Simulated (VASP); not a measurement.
GaN (wurtzite) relaxed at rising pressure, in one space group throughout; other phases were not tried. The pressures are those reached. These are PBE GGA, VASP's PBE PAW potentials (set 64) (plane waves; VASP 6.6.1) values and carry that method's errors.

| P (GPa) | V (Å³/atom) | k-mesh |
|---|---|---|
| -0.07 | 11.756 | 8×8×4 |
| 4.97 | 11.435 | 8×8×5 |
| 9.98 | 11.157 | 8×8×5 |
| 19.84 | 10.696 | 8×8×5 |
| 29.80 | 10.312 | 8×8×5 |

A change of mesh leaves a small step in the series.

Problem. Fit an equation of state and predict the volume at 44.92 GPa.

Solution. Least squares on the third-order Birch-Murnaghan form, P = (3B0/2)(y⁷ − y⁵)[1 + (3/4)(B′ − 4)(y² − 1)] with y = (V0/V)^(1/3), gives V0 = 11.751 Å³/atom, B0 = 172 GPa and B′ = 4.3, and so 9.837 Å³/atom. The run gave 9.839 Å³/atom, +0.0 % from the fit.

Pressures at which the relaxation failed are left out.

The compound is GaN in the wurtzite structure.
